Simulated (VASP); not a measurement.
An input for Quantum ESPRESSO's pw.x (written as the equivalent of a VASP run, and not itself run):

```
&CONTROL
  calculation = 'scf'
  pseudo_dir = './pseudo'
  outdir = './out'
  tprnfor = .true.
  tstress = .true.
/
&SYSTEM
  ibrav = 0
  nat = 2
  ntyp = 2
  ecutwfc = 82
  occupations = 'tetrahedra'
  input_dft = 'vdw-df2-b86r'
/
&ELECTRONS
  conv_thr = 7.3e-09
  electron_maxstep = 100
/
ATOMIC_SPECIES
  Nb 92.906 Nb.upf
  C 12.011 C.upf
CELL_PARAMETERS angstrom
     0.0000000    2.2358586    2.2358586
     2.2358586   -0.0000000    2.2358586
     2.2358586    2.2358586    0.0000000
ATOMIC_POSITIONS crystal
  Nb   0.0000000  0.0000000  0.0000000
  C    0.5000000  0.5000000  0.5000000
K_POINTS automatic
  16 16 16 0 0 0
```

### Question
Translate this input to VASP (INCAR, KPOINTS, POSCAR, choice of POTCAR).

### Answer
This is not unique; one that fits is 
### KPOINTS
```
Automatic mesh
0
Gamma
16 16 16
0 0 0
```

**POSCAR**
```
NbC
1
    0.0000000000     2.2358585826     2.2358585826
    2.2358585826    -0.0000000000     2.2358585826
    2.2358585826     2.2358585826     0.0000000000
Nb C
1 1
Direct
  0.0000000000   0.0000000000   0.0000000000
  0.5000000000   0.5000000000   0.5000000000
```

**INCAR**
```
SYSTEM = NbC
PREC = Accurate
ENCUT = 520
EDIFF = 1E-7
NELM = 100
ALGO = Normal
LREAL = .FALSE.
LASPH = .TRUE.
ISMEAR = -5
GGA = MK
PARAM1 = 0.1234568
PARAM2 = 0.7114
ZAB_VDW = -1.8867
LUSE_VDW = .TRUE.
AGGAC = 0.0
LMAXMIX = 4
LWAVE = .FALSE.
LCHARG = .TRUE.
LORBIT = 11
NEDOS = 601
ISIF = 2
```

POTCAR, in this order: Nb_sv C (PBE.64 set). Program: vasp_std.

Limits of the translation: the potentials are each code's own (VASP's PAW set, PseudoDojo norm-conserving files in pw.x), so ENCUT and ecutwfc are chosen apart and not converted; conv_thr bounds pw.x's estimated SCF error, while EDIFF bounds the energy change between steps.

The compound is NbC in the rock salt structure. It was relaxed first.
